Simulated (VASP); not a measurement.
Crystal: Ni.

```
CELL_PARAMETERS angstrom
0.00000 1.76194 1.76194
1.76194 0.00000 1.76194
1.76194 1.76194 0.00000
ATOMIC_POSITIONS crystal
Ni 0.00000 0.00000 0.00000
```

- Program: VASP 6.6.1
- Task: relaxation of cell and atoms
- Functional: PBEsol
- Potentials or basis: VASP PAW PBE potentials, release 64 (Ni)
- Cutoff: 600 eV
- k mesh: 18 × 18 × 18
- Occupations: methfessel-paxton, width 0.1 eV
- Spin: collinear spin, ferromagnetic start
- Starting moments: [2.0] μB

At the start: pressure -10.8 GPa; volume 10.94 Å³/atom.

Problem. Where does the relaxation end?

Solution. Over 3 steps the energy falls by 20.4 meV/atom and the volume is 10.37 Å³/atom (-5.2 %); space group Fm-3m (No. 225, to 0.05 Å); moment 0.61 μB per cell.

The path:
```tsv
step	energy change (eV)	largest force (eV/Å)	pressure (GPa)	volume (Å³)
1	0.0000	0.0000	-10.81	10.94
2	0.0032	0.0000	14.43	9.81
3	-0.0204	0.0000	-0.11	10.37
```

Final structure:
```
CELL_PARAMETERS angstrom
0.00000 1.73090 1.73090
1.73090 0.00000 1.73090
1.73090 1.73090 0.00000
ATOMIC_POSITIONS crystal
Ni 0.00000 0.00000 0.00000
```

Caveat: the PAW data sets were made with another functional, which shifts forces and pressure a little.
